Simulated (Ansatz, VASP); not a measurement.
**BeAl: VASP beside Ansatz**

File INCAR:

```
SYSTEM = BeAl
ALGO = Normal ; EDIFF = 1E-6
ENCUT = 520 ; GGA = PE
ISIF = 2 ; ISMEAR = 0
LASPH = .True. ; LCHARG = .True.
LELF = .True. ; LREAL = .False.
LVHAR = .True. ; LWAVE = .False.
NBANDS = 10 ; NELM = 100
PREC = Accurate ; SIGMA = 0.1
```

Contents of KPOINTS:

```
k-points
0
Gamma
  24 24 14
  0 0 0
```

Contents of POSCAR:

```
BeAl
1.0
    2.7158572617      0.0000000000      0.0000000000
   -1.3579286308      2.3520013817      0.0000000000
    0.0000000000      0.0000000000      4.0190678217
Be Al
1 1
Direct
    0.0000000000      0.0000000000      0.0000000000
    0.3333333333      0.6666666667      0.5000000000
```

Input for Ansatz:

```yaml
crystal:
  lattice:
    - [2.7158572617, 0.0, 0.0]
    - [-1.3579286308, 2.3520013817, 0.0]
    - [0.0, 0.0, 4.0190678217]
  atoms:
    - { symbol: Be, position: [0.0, 0.0, 0.0] }
    - { symbol: Al, position: [0.3333333333, 0.6666666667, 0.5] }
basis:
  ecutwfc: 420
kpoints:
  mp_grid: { grid: [24, 24, 14] }
  band_path:
    path:
      - [[0.0, 0.0, 0.0], [0.5, 0.0, 0.0], [0.33333333, 0.33333333, 0.0], [0.0, 0.0, 0.0], [0.0, 0.0, 0.5], [0.5, 0.0, 0.5], [0.33333333, 0.33333333, 0.5], [0.0, 0.0, 0.5]]
      - [[0.5, 0.0, 0.5], [0.5, 0.0, 0.0]]
      - [[0.33333333, 0.33333333, 0.5], [0.33333333, 0.33333333, 0.0]]
    npoints: 14
hamiltonian:
  xc: pbe
scf:
  occupations: { method: gaussian, width: 0.1 }
  n_extra_bands: 6
output:
  forces: true
  stress: true
  eigenvalues: true
  populations: true
  dos: { projected: true, de: 0.02, nscf_kmesh: { grid: [29, 29, 17] } }
  bader: true
  write_density: true
  write_potential: true
  elf: true
  volumetric_format: npy
```

The cell was built by a generator and needn't be a form met in nature.

Alike in both runs: task single point; functional PBE; k mesh 24 × 24 × 14; occupations gaussian, width 0.1 eV; no spin polarisation.

```csv
,VASP,Ansatz
version,VASP 6.6.1,Ansatz 0.2.0
potentials or method,"VASP PAW PBE potentials, release 64 (Be, Al)","scalar-relativistic, plane waves, PAW"
plane-wave cutoff (eV),520,420
valence electrons in the cell,5,5
```

|  | VASP | Ansatz | Ansatz less VASP |
| --- | --- | --- | --- |
| gap on the k mesh at the Fermi level (eV) | none | none | - |
| pressure (GPa) | 0.0 | 0.0 | -0.01 |

A gap of «none» marks a metal or a gap that the smearing closes.
